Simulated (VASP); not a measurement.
Output of a VASP run:

### OSZICAR
```
...
DAV:   6    -0.135013292495E+03   -0.50642E-02   -0.47351E-03   456   0.452E-01    0.362E-02
DAV:   7    -0.135014986539E+03   -0.16940E-02   -0.20712E-03   456   0.257E-01    0.196E-02
DAV:   8    -0.135015474486E+03   -0.48795E-03   -0.30686E-04   456   0.112E-01    0.834E-03
DAV:   9    -0.135015618486E+03   -0.14400E-03   -0.67813E-05   498   0.540E-02    0.482E-03
DAV:  10    -0.135015694664E+03   -0.76178E-04   -0.42303E-05   454   0.459E-02    0.288E-03
DAV:  11    -0.135015718831E+03   -0.24167E-04   -0.15949E-05   372   0.297E-02    0.263E-03
DAV:  12    -0.135015790371E+03   -0.71541E-04   -0.12213E-05   344   0.226E-02    0.129E-03
DAV:  13    -0.135015805178E+03   -0.14806E-04   -0.42004E-06   294   0.153E-02    0.985E-04
DAV:  14    -0.135015821551E+03   -0.16373E-04   -0.48925E-06   318   0.156E-02    0.736E-04
DAV:  15    -0.135015832486E+03   -0.10935E-04   -0.57961E-06   300   0.191E-02    0.603E-04
DAV:  16    -0.135015836011E+03   -0.35248E-05   -0.11385E-06   306   0.798E-03
   8 F= -.13501584E+03 E0= -.13501584E+03  d E =-.722785E-02
       N       E                     dE             d eps       ncg     rms          rms(c)
DAV:   1    -0.135006458285E+03    0.93742E-02   -0.12435E+00   462   0.419E+00    0.304E-01
DAV:   2    -0.135013539101E+03   -0.70808E-02   -0.42273E-02   456   0.111E+00    0.101E-01
DAV:   3    -0.135016020595E+03   -0.24815E-02   -0.36075E-03   504   0.294E-01    0.854E-02
DAV:   4    -0.135016189290E+03   -0.16870E-03   -0.59389E-04   456   0.144E-01    0.496E-02
DAV:   5    -0.135016419936E+03   -0.23065E-03   -0.82380E-04   456   0.170E-01    0.214E-02
DAV:   6    -0.135017018097E+03   -0.59816E-03   -0.55348E-04   456   0.123E-01    0.124E-02
DAV:   7    -0.135017121601E+03   -0.10350E-03   -0.10264E-04   456   0.636E-02    0.935E-03
DAV:   8    -0.135017212511E+03   -0.90910E-04   -0.51050E-05   408   0.438E-02    0.614E-03
DAV:   9    -0.135017138762E+03    0.73749E-04   -0.71401E-05   408   0.482E-02    0.198E-03
DAV:  10    -0.135017269477E+03   -0.13071E-03   -0.69314E-05   408   0.473E-02    0.265E-03
DAV:  11    -0.135017257241E+03    0.12236E-04   -0.66769E-06   318   0.184E-02    0.100E-03
DAV:  12    -0.135017292951E+03   -0.35710E-04   -0.16437E-05   330   0.238E-02    0.176E-03
DAV:  13    -0.135017295316E+03   -0.23649E-05   -0.21505E-06   294   0.106E-02
   9 F= -.13501730E+03 E0= -.13501730E+03  d E =-.145931E-02
       N       E                     dE             d eps       ncg     rms          rms(c)
DAV:   1    -0.134951856969E+03    0.65436E-01   -0.11266E+01   462   0.126E+01    0.905E-01
DAV:   2    -0.134999980686E+03   -0.48124E-01   -0.36363E-01   456   0.324E+00    0.301E-01
DAV:   3    -0.135012176601E+03   -0.12196E-01   -0.24988E-02   534   0.806E-01    0.254E-01
DAV:   4    -0.135013536654E+03   -0.13601E-02   -0.37337E-03   456   0.380E-01    0.144E-01
DAV:   5    -0.135011513369E+03    0.20233E-02   -0.10276E-02   456   0.625E-01    0.556E-02
DAV:   6    -0.135017661291E+03   -0.61479E-02   -0.73276E-03   456   0.475E-01    0.367E-02
DAV:   7    -0.135018301747E+03   -0.64046E-03   -0.10534E-03   456   0.192E-01    0.303E-02
DAV:   8    -0.135018628992E+03   -0.32724E-03   -0.37245E-04   456   0.115E-01    0.190E-02
DAV:   9    -0.135018909264E+03   -0.28027E-03   -0.21680E-04   468   0.987E-02    0.642E-03
DAV:  10    -0.135019134762E+03   -0.22550E-03   -0.22180E-04   486   0.984E-02    0.101E-02
DAV:  11    -0.135019137564E+03   -0.28025E-05   -0.43902E-06   324   0.144E-02
  10 F= -.13501914E+03 E0= -.13501914E+03  d E =-.330155E-02
```

### OUTCAR
```
------------------------ aborting loop because EDIFF is reached ----------------------------------------
  FORCE on cell =-STRESS in cart. coord.  units (eV):
  Direction    XX          YY          ZZ          XY          YZ          ZX
  --------------------------------------------------------------------------------------
  Total        1.0003521     -1.9794328      0.0579821      0.0000000      0.0000000      0.0000000
  in kB        1.7958185     -3.5534508      0.1040886      0.0000000      0.0000000      0.0000000
  external PRESSURE =      -0.5511812 kB  Pullay stress =       0.0000000 kB
  volume of cell :      892.49
      direct lattice vectors                 reciprocal lattice vectors
     5.016015790  0.000000000  0.000000000     0.199361414  0.000000000  0.000000000
     0.000000000  7.093717479  0.000000000     0.000000000  0.140969809  0.000000000
     0.000000000  0.000000000 25.082351549     0.000000000  0.000000000  0.039868670
 POSITION                                       TOTAL-FORCE (eV/Angst)
 -----------------------------------------------------------------------------------
      0.00000      0.00000      8.97264         0.000000      0.000000      0.002876
      2.50801      3.54686     11.15385         0.000000      0.000000      0.019095
      0.00000      0.00000     13.92850         0.000000      0.000000     -0.019095
      2.50801      3.54686     16.10971         0.000000      0.000000     -0.002876
      2.50801      0.00000     11.34079         0.000000      0.000000     -0.007064
      0.00000      3.54686      8.75927         0.000000      0.000000     -0.022040
      2.50801      0.00000     16.32308         0.000000      0.000000      0.022040
      0.00000      3.54686     13.74156         0.000000      0.000000      0.007064
 -----------------------------------------------------------------------------------
    total drift:                               -0.000000      0.000000     -0.000000
  FREE ENERGIE OF THE ION-ELECTRON SYSTEM (eV)
  ---------------------------------------------------
  free  energy   TOTEN  =      -135.0191375641 eV

  energy  without entropy=     -135.0191375641  energy(sigma->0) =     -135.01913756

 reached required accuracy - stopping structural energy minimisation
```
(Selected blocks of OUTCAR.)

File POSCAR:
```
KI(110) slab
1
    5.0160157901     0.0000000000     0.0000000000
    0.0000000000     7.0937174786    -0.0000000000
   -0.0000000000    -0.0000000000    25.0823515490
K I
4 4
Direct
  0.0000000000   0.0000000000   0.3500140000
  0.5000000000   0.5000000000   0.4500050000
  0.0000000000   0.0000000000   0.5499950000
  0.5000000000   0.5000000000   0.6499860000
  0.5000000000   0.0000000000   0.4500050000
  0.0000000000   0.5000000000   0.3500140000
  0.5000000000   0.0000000000   0.6499860000
  0.0000000000   0.5000000000   0.5499950000
```

Task: Reconstruct the remaining input files.

Result: One answer among several that fit: the input of the run itself, r2SCAN meta-GGA, plane waves, VASP's PBE PAW potentials (set 64).

### INCAR
```
ALGO=Normal
DIPOL=0.5 0.5 0.5
EDIFF=1E-5
EDIFFG=-0.03
ENCUT=400
IBRION=2
IDIPOL=3
ISIF=2
ISMEAR=0
LASPH=.TRUE.
LCHARG=.FALSE.
LDIPOL=.TRUE.
LMAXMIX=4
LMIXTAU=.TRUE.
LREAL=.FALSE.
LWAVE=.TRUE.
METAGGA=R2SCAN
NELM=100
NELMIN=4
NSW=50
PREC=Normal
SIGMA=0.05
SYSTEM=KI(110) slab
```

KPOINTS:
```
Automatic mesh
0
Gamma
4 3 1
0 0 0
```

POTCAR, in this order: K_sv I (PBE.64 set). Program: vasp_std.

The cell is a thin slab with vacuum, built from KI (rock salt): (110) face.
